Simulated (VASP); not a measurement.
Level of theory: PBEsol GGA, VASP's PBE PAW potentials (set 64) (plane waves; VASP).

The input files of a VASP run:

KPOINTS:
```
K-points
0
gamma
11 11 11
```

**INCAR**
```
! general
SYSTEM   =  MgO
PREC     =  Accurate
ENCUT    =  620
LREAL    =  .FALSE.
LASPH    =  .TRUE.

! electronic loop
EDIFF    =  1E-6
NELM     =  100
ALGO     =  Normal

! smearing
ISMEAR   =  0
SIGMA    =  0.05

! functional
GGA      =  PS

! ions
IBRION   =  2
NSW      =  40
ISIF     =  3
EDIFFG   =  -0.02
PSTRESS  =  200

! output
LWAVE    =  .FALSE.
LCHARG   =  .FALSE.
```

**POSCAR**
```
MgO
1
    0.0000000000     2.0345477222     2.0345477222
    2.0345477222    -0.0000000000     2.0345477222
    2.0345477222     2.0345477222     0.0000000000
Mg O
1 1
Direct
  0.0000000000   0.0000000000   0.0000000000
  0.5000000000   0.5000000000   0.5000000000
```

POTCAR, in this order: Mg O (PBE.64 set). Program: vasp_std.

What VASP printed:

**OSZICAR**
```
       N       E                     dE             d eps       ncg     rms          rms(c)
DAV:   1     0.141034944943E+02    0.14103E+02   -0.55286E+03  1040   0.105E+03
DAV:   2    -0.134792507762E+02   -0.27583E+02   -0.27245E+02  1064   0.150E+02
DAV:   3    -0.138360250139E+02   -0.35677E+00   -0.35677E+00  1192   0.191E+01
DAV:   4    -0.138365870529E+02   -0.56204E-03   -0.56204E-03  1232   0.701E-01
DAV:   5    -0.138365873260E+02   -0.27312E-06   -0.27312E-06  1216   0.105E-02    0.682E+00
DAV:   6    -0.124465779897E+02    0.13900E+01   -0.82000E+00   896   0.209E+01    0.211E+00
DAV:   7    -0.124223952294E+02    0.24183E-01   -0.26113E-02   984   0.220E+00    0.126E+00
DAV:   8    -0.124095325333E+02    0.12863E-01   -0.15149E-02   944   0.197E+00    0.114E-01
DAV:   9    -0.124095062697E+02    0.26264E-04   -0.22545E-04  1296   0.136E-01    0.569E-02
DAV:  10    -0.124095423889E+02   -0.36119E-04   -0.30830E-05   920   0.662E-02    0.282E-03
DAV:  11    -0.124095422426E+02    0.14635E-06   -0.88415E-07   912   0.748E-03
   1 F= -.10306960E+02 E0= -.10306960E+02  d E =-.103070E+02
```

### OUTCAR
```
------------------------ aborting loop because EDIFF is reached ----------------------------------------
  FORCE on cell =-STRESS in cart. coord.  units (eV):
  Direction    XX          YY          ZZ          XY          YZ          ZX
  --------------------------------------------------------------------------------------
  Total        2.1003859      2.1003859      2.1003859      0.0000000      0.0000000      0.0000000
  in kB      199.7910529    199.7910529    199.7910529      0.0000000      0.0000000      0.0000000
  external PRESSURE =      -0.2089471 kB  Pullay stress =     200.0000000 kB
  volume of cell :       16.84
      direct lattice vectors                 reciprocal lattice vectors
     0.000000000  2.034547722  2.034547722    -0.245754865  0.245754865  0.245754865
     2.034547722  0.000000000  2.034547722     0.245754865 -0.245754865  0.245754865
     2.034547722  2.034547722  0.000000000     0.245754865  0.245754865 -0.245754865
  FREE ENERGIE OF THE ION-ELECTRON SYSTEM (eV)
  ---------------------------------------------------
  free  energy   TOTEN  =       -12.4095422426 eV

  energy  without entropy=      -12.4095422426  energy(sigma->0) =      -12.40954224
  enthalpy is  TOTEN    =       -10.3069597098 eV   P V=        2.1025825328

 reached required accuracy - stopping structural energy minimisation
```
(Selected blocks of OUTCAR.)

The compound is MgO in the rock salt structure. It was relaxed first under an external pressure of 20 GPa.
